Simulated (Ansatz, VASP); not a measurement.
# Cross-check of Tl3VSe4 between VASP and Ansatz, part 2 of 2

One calculation is typed for both programs; each brings its own data sets and cutoff. How far apart do they land?

VASP 6.6.1 and Ansatz 0.2.0.

So far: Set-up; VASP: relaxation of cell and atoms, PBEsol.

**3. Ansatz: relaxation of cell and atoms, PBEsol**

Level of this step: Ansatz beside VASP: Kohn-Sham DFT, plane waves, PBEsol (Ansatz).

Ansatz runs on its default PAW (the set named soft_2) files.

The same cell, functional, mesh and smearing now go to Ansatz, which takes its cutoff from its data sets.

Input file input.yaml:

```yaml
crystal:
  lattice:
    - [-3.8204635163, 3.8204635163, 3.8204635163]
    - [3.8204635163, -3.8204635163, 3.8204635163]
    - [3.8204635163, 3.8204635163, -3.8204635163]
  atoms:
    - { symbol: Tl, position: [0.0, 0.5, 0.5] }
    - { symbol: Tl, position: [0.5, 0.0, 0.5] }
    - { symbol: Tl, position: [0.5, 0.5, 0.0] }
    - { symbol: Se, position: [0.0, 0.0, 0.3439572039] }
    - { symbol: Se, position: [0.0, 0.3439572039, 0.0] }
    - { symbol: Se, position: [0.3439572039, 0.0, 0.0] }
    - { symbol: Se, position: [0.6560427961, 0.6560427961, 0.6560427961] }
    - { symbol: V, position: [0.0, 0.0, 0.0], spin: 2.0 }
hamiltonian:
  xc: pbesol
  pseudopotentials: { kind: paw }
magnetization:
  spin_polarized: true
kpoints:
  mp_grid: { grid: [5, 5, 5] }
scf:
  occupations: { method: gaussian, width: 0.05 }
relax:
  f_tol: 0.01
  max_steps: 60
  cell: { stress_tol: 0.05 }
output:
  forces: true
  stress: true
```

The run is started by

```bash
$ ansatz run input.yaml --threads 4 --pin off --max-ram 9216MiB --backend cpu --events-out ev --progress --plain --runs-dir out
```

Numbers of over 12 decimals in the logs are rounded to 6 here.

The program printed:

```text
Engine: ansatz 0.2.0, x86_64-unknown-linux-gnu
Pseudopotentials: kind: paw
Pseudopotential: Tl, paw, valence charge 13, recommended cutoff 420 eV (normal), Tl.paw.azcp
Pseudopotential: Se, paw, valence charge 16, recommended cutoff 420 eV (normal), Se.paw.azcp
Pseudopotential: V, paw, valence charge 13, recommended cutoff 420 eV (normal), V.paw.azcp
Functional definition: PBEsol
  exchange = pbesol_x
  correlation = pbesol_c
Crystal: 8 atoms, lattice volume = 223.053 Å³
Basis set: ecut = 420 eV, 4321 PW (Γ), exchange–correlation on 90×90×90 points (8 copies of the dense FFT grid, shifted against one another)
Bands: 71, of which v1, the nominal top of the filled ones, is band 58 counted from 1 (57 counted from 0)
Symmetry: 24 space group operations
Space group: I-43m (ITA 217), of the structure as read, at distance tolerance 6.1e-5 Å
Magnetic group: BNS 217.78 (UNI 1580), of the structure as read, at distance tolerance 6.1e-5 Å
k-points: 10 of 125 (time reversal used)
Non-local potential: Tl, projectors of the file, l = 0: 2, l = 1: 2, l = 2: 2, l = 3: 1
Non-local potential: Se, projectors of the file, l = 0: 2, l = 1: 2, l = 2: 3, l = 3: 1
Non-local potential: V, projectors of the file, l = 0: 3, l = 1: 2, l = 2: 3, l = 3: 1
PAW form: soft (Blöchl's): semilocal exchange-correlation on the pseudo side does not see the compensation charge
PAW frozen core: Tl, regenerated for the run's functional, and the local potential with it (the file was generated under x = pbe(κ = 0.804, μ = 0.219515), c = pbe(β = 0.066725))
PAW frozen core: Se, regenerated for the run's functional, and the local potential with it (the file was generated under x = pbe(κ = 0.804, μ = 0.219515), c = pbe(β = 0.066725))
PAW frozen core: V, regenerated for the run's functional, and the local potential with it (the file was generated under x = pbe(κ = 0.804, μ = 0.219515), c = pbe(β = 0.066725))
PAW one-centre angular grid: Tl, 590 points (default); XC on 64 Gauss nodes
PAW one-centre angular grid: Se, 590 points (default); XC on 64 Gauss nodes
PAW one-centre angular grid: V, 590 points (default); XC on 64 Gauss nodes
Initial density: superposition of atomic densities (chi_scale 0.1, normalization cell, long waves kept (reshape's long-wave potential 0.02 eV rms))
Starting moments: Σ|m| = 2 μB on 1 of 8 sites
Initial wavefunctions: pseudopotential atomic-orbital guess
Functional: x = pbesol(κ = 0.804, μ = 0.123457), c = pbesol(β = 0.046)
SCF iter   1: F=—  HF=-58473.579576 eV  |F-HF|=—  |Δ(HF+E_count)|=         —  Δρ=3.02e-2 (↑2.25e-2 ↓3.02e-2)  dr2=7.94e0  dr2_m=4.29e-1  M=0.000 μB ∫|m|=2.364 μB  β_m=0.30  ethr=3.10e-3  ⟨swp⟩=6.0  Hψ=4845  notcnv=0  defer=2
Mixer restart at iter 1: flushing history
preconditioner: auto → Resta (q_TF=auto, 2.447 Å⁻¹)  ε∞=4.3  [insulator: Δε(μ)=0.638 eV  Ē_g=11.209 eV  σ=0.050 eV  W_gap=1.00  n_scr=54 (ndim 8)  ℏωp=20.5 eV  f_vac=0.000  D(μ)=0.00/eV (n_scr^D=0)  ε∞_Penn≈4.3]
spin=Collinear: Resta preconditioning applied to the charge; magnetization (m = ρ↑ − ρ↓) channel mixes plain (no charge-response kernel on spin).
SCF iter   2: F=—  HF=-58473.209659 eV  |F-HF|=—  |Δ(HF+E_count)|=   3.70e-1  Δρ=2.04e-2 (↑1.75e-2 ↓2.04e-2)  dr2=2.87e0  dr2_m=3.45e-1  M=0.000 μB ∫|m|=2.108 μB  β_m=0.54  ethr=3.10e-3  ⟨swp⟩=2.5  Hψ=1989  notcnv=0  defer=130
SCF iter   3: F=—  HF=-58472.832326 eV  |F-HF|=—  |Δ(HF+E_count)|=   3.77e-1  Δρ=9.36e-3 (↑5.86e-3 ↓9.36e-3)  dr2=2.05e-1  dr2_m=9.18e-2  M=0.000 μB ∫|m|=1.531 μB  β_m=0.62  ethr=2.48e-3  ⟨swp⟩=2.0  Hψ=2158  notcnv=0  defer=130
SCF iter   4: F=—  HF=-58473.040172 eV  |F-HF|=—  |Δ(HF+E_count)|=         —  Δρ=1.28e-2 (↑1.28e-2 ↓8.64e-3)  dr2=5.83e-2  dr2_m=2.34e-1  M=0.000 μB ∫|m|=0.412 μB  β_m=0.62  ethr=1.76e-4  ⟨swp⟩=3.0  Hψ=2729  notcnv=0  defer=114
Mixer restart at iter 4: flushing history
SCF iter   5: F=—  HF=-58473.030350 eV  |F-HF|=—  |Δ(HF+E_count)|=   9.82e-3  Δρ=6.12e-3 (↑5.12e-3 ↓6.12e-3)  dr2=5.26e-3  dr2_m=6.37e-2  M=0.000 μB ∫|m|=0.240 μB  β_m=0.81  ethr=5.02e-5  ⟨swp⟩=2.5  Hψ=2775  notcnv=0  defer=114
SCF iter   6: F=—  HF=-58473.024800 eV  |F-HF|=—  |Δ(HF+E_count)|=   5.55e-3  Δρ=3.31e-3 (↑3.31e-3 ↓1.23e-3)  dr2=4.74e-2  dr2_m=2.66e-3  M=0.000 μB ∫|m|=0.052 μB  β_m=0.67  ethr=4.54e-6  ⟨swp⟩=2.5  Hψ=2797  notcnv=0  defer=114
SCF iter   7: F=—  HF=-58473.021091 eV  |F-HF|=—  |Δ(HF+E_count)|=   3.71e-3  Δρ=3.00e-4 (↑1.09e-4 ↓3.00e-4)  dr2=4.14e-4  dr2_m=3.43e-5  M=0.000 μB ∫|m|=0.015 μB  β_m=0.78  ethr=4.54e-6  ⟨swp⟩=2.0  Hψ=2746  notcnv=0  defer=114
SCF iter   8: F=—  HF=-58473.021253 eV  |F-HF|=—  |Δ(HF+E_count)|=   1.62e-4  Δρ=1.12e-4 (↑5.66e-5 ↓1.12e-4)  dr2=9.85e-5  dr2_m=2.73e-6  M=0.000 μB ∫|m|=0.004 μB  β_m=0.85  ethr=3.57e-7  ⟨swp⟩=2.0  Hψ=1906  notcnv=0  defer=114
SCF iter   9: F=—  HF=-58473.021262 eV  |F-HF|=—  |Δ(HF+E_count)|=   8.98e-6  Δρ=2.62e-5 (↑1.34e-5 ↓2.62e-5)  dr2=5.66e-6  dr2_m=1.21e-7  M=0.000 μB ∫|m|=0.000 μB  β_m=0.78  ethr=8.49e-8  ⟨swp⟩=2.2  Hψ=2310  notcnv=0  defer=114
SCF iter  10: F=—  HF=-58473.021263 eV  |F-HF|=—  |Δ(HF+E_count)|=   8.78e-7  Δρ=1.65e-5 (↑1.37e-5 ↓1.65e-5)  dr2=3.06e-6  dr2_m=6.73e-9  M=0.000 μB ∫|m|=0.000 μB  β_m=0.89  ethr=4.88e-9  ⟨swp⟩=2.0  Hψ=2560  notcnv=0  defer=114
SCF iter  11: F=—  HF=-58473.021264 eV  |F-HF|=—  |Δ(HF+E_count)|=   8.29e-7  Δρ=1.83e-6 (↑1.83e-6 ↓1.82e-6)  dr2=5.01e-8  dr2_m=1.10e-10  M=0.000 μB ∫|m|=0.000 μB  β_m=0.94  ethr=2.64e-9  ⟨swp⟩=2.0  Hψ=2158  notcnv=0  defer=114
SCF iter  12: F=—  HF=-58473.021264 eV  |F-HF|=—  |Δ(HF+E_count)|=   2.81e-8  Δρ=2.35e-6 (↑2.35e-6 ↓1.49e-6)  dr2=5.58e-8  dr2_m=4.68e-10  M=0.000 μB ∫|m|=0.000 μB  β_m=0.97  ethr=4.32e-11  ⟨swp⟩=2.0  Hψ=4060  notcnv=0
SCF iter  13: F=-58473.021264 eV  HF=-58473.021264 eV  |F-HF|=4.95e-10  |Δ(HF+E_count)|=   2.64e-9  Δρ=3.20e-7 (↑3.20e-7 ↓1.72e-7)  dr2=6.00e-10  dr2_m=2.58e-11  M=0.000 μB ∫|m|=0.000 μB  ethr=4.32e-11  ⟨swp⟩=2.5  Hψ=2703  notcnv=0
WARN: the starting moments were not kept: the SCF closed with an absolute magnetisation of 2.0e-5 μB, where they sum to 2 μB in size (1 site). That is at most 0.1 of that sum. Measured as dr2_m measures the in/out step, that magnetisation stands 5.1e-11 eV from none, at or under the dr2_threshold of 1.0e-7 eV: it is no larger than a step whose dr2_m would equal this threshold. The system may hold no moment; this SCF  [...]
SCF 1 converged in 13 iterations: F = -58473.021264 eV  dr2 = 6.00e-10
  greatest PAW one-centre occupation: 1.000 electrons in one spin orbital (limit 2), on the Se atom at site 6 (counted from 0), in its partial waves of l = 2
relax step   1: F+E_penalty+E_count = -58473.02126387 eV  Δ(F+E_penalty+E_count) = +0.000e0 eV  max|allowed force component| = 1.612e-2 eV/Å  Δτ_max = 0.0000 Å  P = +0.150 GPa  Ω = 223.053 Å³  (13 SCF iters, dr2 threshold 1.00e-7 eV, accepted)
[...]
relax step   2: F+E_penalty+E_count = -58473.02215902 eV  Δ(F+E_penalty+E_count) = -8.952e-4 eV  max|allowed force component| = 9.882e-4 eV/Å  Δτ_max = 0.0064 Å  P = +0.025 GPa  Ω = 224.536 Å³  energy of the carried Pulay correction = -2.451e-4 eV  (9 SCF iters, dr2 threshold 5.64e-8 eV, accepted)
[...]
relax step   3: F+E_penalty+E_count = -58473.02236541 eV  Δ(F+E_penalty+E_count) = -2.064e-4 eV  max|allowed force component| = 9.800e-4 eV/Å  Δτ_max = 0.0000 Å  P = +0.025 GPa  Ω = 224.536 Å³  stress off target by 2.51e-2 GPa  SCF on the basis re-selected at this cell (its energy is not comparable with the rows above)  (8 SCF iters)
basis re-selected at this cell: Δ(F+E_penalty+E_count) = -2.064e-4 eV, ΔP = +0.000 GPa vs the last step (what re-selecting the basis moved, of the pressure what is left beyond the Pulay correction that the steps carried, after the strain that the cell walked since its last selection, with what the two solves' SCF thresholds leave and, on support functions, any second-order correction that the steps lacked; it is no m [...]
SCF converged after 8 iterations
Magnetization: 0.0000 μB (58.0000 up, 58.0000 down)
Absolute magnetization: 0.0000 μB (∫|ρ↑−ρ↓|, with the PAW one-centre terms)
Spin contamination: 0.0000 ħ² per cell (⟨S²⟩ above its minimum at these occupations)
Per-site moments (μB) at R_I (Å): [(2.265195943993458e-11, 1.289867), (2.2651851409090272e-11, 1.289867), (2.2651857369331898e-11, 1.289867), (3.775658348387229e-10, 0.938311), (3.7756581619752265e-10, 0.938311), (3.7756581111913036e-10, 0.938311), (3.7756582378773097e-10, 0.938311), (-1.420722845721466e-9, 0.938311)]
Free energy (F): -58473.022365 eV
Harris-Foulkes:  -58473.022365 eV  (|F-HF|=3.64e-11)
Internal energy: -58473.022365 eV  (E = F + TS)
E sigma→0 (E₀):  -58473.022365 eV
Fermi energy:    7.631861 eV
--- Per-component energies (eV) ---
  E_band       = -1869.751574
  E_kinetic    = 1806.302869
  E_local      = -15030.972847  (includes V_loc(G=0)·N_el)
  E_nonlocal   = -1456.463270
  E_hartree    = 6966.167675
  E_xc         = -1228.771276
  E_vxc        = -982.437379  (∫ρ·V_xc dr)
  E_paw        = -38604.980417  (= ΣΔE_a)
  E_vpaw       = -138.514087  (= ΣTr[D̂ρ^β])
  E_aug_tail   = -0.002092  (compensation charges beyond the density's cutoff)
  E_ewald      = -10928.601283
  E_core_change = 4.298276  (= ΣΔE_core)
  E_smearing   = -0.000000  (= −TS)
  E_closure    = -0.000000  (closes the sum)
  Σ components = -58473.022365   (vs F -58473.022365, Δ=0.00e0)
--- Forces (eV/Å), atoms counted from 1 ---
  atom   1  Tl     0.00000000    -0.00000000     0.00000000
  atom   2  Tl    -0.00000000    -0.00000000    -0.00000000
  atom   3  Tl    -0.00000000     0.00000000     0.00000000
  atom   4  Se     0.00097997     0.00097997    -0.00097997
  atom   5  Se     0.00097997    -0.00097997     0.00097997
  atom   6  Se    -0.00097997     0.00097997     0.00097997
  atom   7  Se    -0.00097997    -0.00097997    -0.00097997
  atom   8  V     -0.00000000    -0.00000000    -0.00000000
  max |Σ_I F_I| component: 4.93e-17 eV/Å
--- Stress (GPa, compression-positive) ---
        0.025131      -0.000000      -0.000000
       -0.000000       0.025131       0.000000
       -0.000000       0.000000       0.025131
  P = ⅓ Tr σ = 0.0251 GPa (0.251 kbar)
--- Relaxed structure (2 steps of the walk, 2 accepted, 1 SCFs on fresh bases) ---
  F+E_penalty+E_count = -58473.02236541 eV   max|allowed force component| = 9.800e-4 eV/Å   (the final SCF, on the basis selected at the relaxed cell)
  cell:  # Å, volume = 224.5359 Å³
    - [-3.828911, 3.828911, 3.828911]
    - [3.828911, -3.828911, 3.828911]
    - [3.828911, 3.828911, -3.828911]
  atoms:
    - { symbol: Tl, position: [0, 0.500000, 0.500000] }
    - { symbol: Tl, position: [0.500000, 0, 0.500000] }
    - { symbol: Tl, position: [0.500000, 0.500000, 0] }
    - { symbol: Se, position: [0.0, 0.0, 0.342994] }
    - { symbol: Se, position: [0.0, 0.342994, 0.0] }
    - { symbol: Se, position: [0.342994, 0.0, 0.0] }
    - { symbol: Se, position: [0.657006, 0.657006, 0.657006] }
    - { symbol: V, position: [0, 0, 0] }
```

The job ended after 19 s (4 threads of Intel Xeon 6975P-C (Granite Rapids), shared host; peak memory 0.85 GiB; 68 s of CPU time).

**4. Side by side**

Known differences besides the potentials themselves: both relaxations stop at a tolerance, which leaves soft axes loose, and VASP keeps its plane-wave basis; the data sets hold 116 valence electrons in Ansatz (default PAW (the set named soft_2) files) and 76 in VASP; the cutoff is 420 eV in Ansatz and 350 eV in VASP; Ansatz makes its cores anew for this functional, VASP keeps those of its PBE data sets; VASP leaves aspherical gradient terms in its spheres out (LASPH is not set), Ansatz keeps them; Ansatz adds a Pulay correction to the stress that steers its cell, VASP none. Total energies have different zeros and are not compared.

Compared:

```
                                         quantity  Ansatz    VASP  difference
                                      volume (Å³)  224.54  222.58     +0.88 %
edge a after relaxation, in the typed setting (Å)   6.632   6.613     +0.29 %
```

The walks stopped with 0.03 GPa left in Ansatz and -0.01 GPa in VASP; each walk ends within a tolerance, so the volume difference is uncertain by about these residues over the bulk modulus, most in soft cells.

**5. Outcome**

```json
{"difference in volume (relaxation of cell and atoms, PBEsol)": "0.88 %"}
```

What this shows: The difference in volume is 0.88 % (relaxation of cell and atoms, PBEsol), within the 1.2 % picked in this series as the mark of a large difference, as far as the stopping tolerances let one tell. Such differences can come from data sets, numerical settings and the points named under the comparisons, not from the functional's error against experiment.

[Lines on the potential files, build, host, timing and source positions are cut from VASP's logs without a mark.]

[Logs are printed without paths, hosts, clocks, repeated set-up lines and the standing remarks that a program may print on its own settings, such as how far it seeks lower states.]

[Hosts, paths, dates, database ids (printed as entryN), source tags and the programs' standing remarks are cut or masked in the printed files.]
